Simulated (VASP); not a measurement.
Here is the system:

```xyz
2
Lattice="0.0000 2.1650 2.1650 2.1650 0.0000 2.1650 2.1650 2.1650 0.0000" Properties=species:S:1:pos:R:3 pbc="T T T"
Ti     0.0000     0.0000     0.0000
C      2.1650     2.1650     2.1650
```

Calculation: PBE GGA with D3 dispersion (Becke-Johnson damping), VASP's PBE PAW potentials (set 64) (plane waves; VASP). Numerical set-up: 520 eV cut-off, 13×13×13 Γ-centred mesh, first-order Methfessel-Paxton smearing of 0.10 eV, potentials Ti_sv C.

Energy and stress use the plane-wave basis of the starting cell.

The ions, cell shape and volume are relaxed. What does this cell relax into?

```xyz
2
Lattice="0.0000 2.1463 2.1463 2.1463 0.0000 2.1463 2.1463 2.1463 0.0000" Properties=species:S:1:pos:R:3 pbc="T T T"
Ti     0.0000     0.0000     0.0000
C      2.1463     2.1463     2.1463
```
Space group Fm-3m (225), at a tolerance of 0.03 Å.

How do energy and volume change from the first to the last step?

The energy (σ→0) changes by -5.5 meV/atom and the volume by -2.6 %, in 3 ionic steps.

| step | E(σ→0) (eV) | max force (eV/Å) | pressure (GPa) | volume (Å³) |
|---|---|---|---|---|
| 1 | -19.6009 | 0.000 | -6.56 | 20.30 |
| 2 | -19.5921 | 0.000 | 9.70 | 19.10 |
| 3 | -19.6119 | 0.000 | -0.04 | 19.77 |

The compound is TiC in the rock salt structure. This run relaxes it. Symmetry was kept, so distortions that lower it aren't found.
